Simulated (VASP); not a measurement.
An input for Quantum ESPRESSO's pw.x (written as the equivalent of a VASP run, and not itself run):

```
&CONTROL
  calculation = 'scf'
  pseudo_dir = './pseudo'
  outdir = './out'
  tprnfor = .true.
  tstress = .true.
/
&SYSTEM
  ibrav = 0
  nat = 6
  ntyp = 2
  ecutwfc = 92
  occupations = 'smearing'
  smearing = 'gaussian'
  degauss = 0.003675
  input_dft = 'vdw-df-ob86'
/
&ELECTRONS
  conv_thr = 7.3e-09
  electron_maxstep = 100
/
ATOMIC_SPECIES
  Cu 63.546 Cu.upf
  O 15.999 O.upf
CELL_PARAMETERS angstrom
     4.2281451    0.0000000    0.0000000
     0.0000000    4.2281451    0.0000000
     0.0000000    0.0000000    4.2281451
ATOMIC_POSITIONS crystal
  Cu   0.7500000  0.2500000  0.7500000
  Cu   0.2500000  0.7500000  0.7500000
  Cu   0.7500000  0.7500000  0.2500000
  Cu   0.2500000  0.2500000  0.2500000
  O    0.0000000  0.0000000  0.0000000
  O    0.5000000  0.5000000  0.5000000
K_POINTS automatic
  5 5 5 0 0 0
```

Write the VASP files for the same calculation (optB86b-vdW).

This is not unique; one that fits is 
INCAR:
```
SIGMA = 0.05
LCHARG = .False.
LREAL = .False.
EDIFF = 1E-7   ! SCF stop (eV)
LUSE_VDW = .True.
PARAM2 = 1.0
NELM = 100
ISIF = 2
SYSTEM = Cu2O
ALGO = Normal
LASPH = .True.   ! aspherical one-centre terms
GGA = MK
PREC = Accurate
PARAM1 = 0.1234
LMAXMIX = 4   ! l cut-off of mixed one-centre charges
ISMEAR = 0   ! Gaussian
AGGAC = 0.0
LWAVE = .False.
ENCUT = 520   ! plane-wave cut-off (eV)
```

### POSCAR
```
Cu2O
1
    4.2281450724     0.0000000000     0.0000000000
    0.0000000000     4.2281450724     0.0000000000
    0.0000000000     0.0000000000     4.2281450724
Cu O
4 2
Direct
  0.7500000000   0.2500000000   0.7500000000
  0.2500000000   0.7500000000   0.7500000000
  0.7500000000   0.7500000000   0.2500000000
  0.2500000000   0.2500000000   0.2500000000
  0.0000000000   0.0000000000   0.0000000000
  0.5000000000   0.5000000000   0.5000000000
```

### KPOINTS
```
Automatic mesh
0
Gamma
5 5 5
0 0 0
```

POTCAR, in this order: Cu O (PBE.64 set). Program: vasp_std.

Limits of the translation: the potentials are each code's own (VASP's PAW set, PseudoDojo norm-conserving files in pw.x), so ENCUT and ecutwfc are chosen apart and not converted; conv_thr bounds pw.x's estimated SCF error, while EDIFF bounds the energy change between steps.

The compound is Cu2O in the cuprite structure. This cell is one point of a volume scan, at 0.97 of the reference volume.
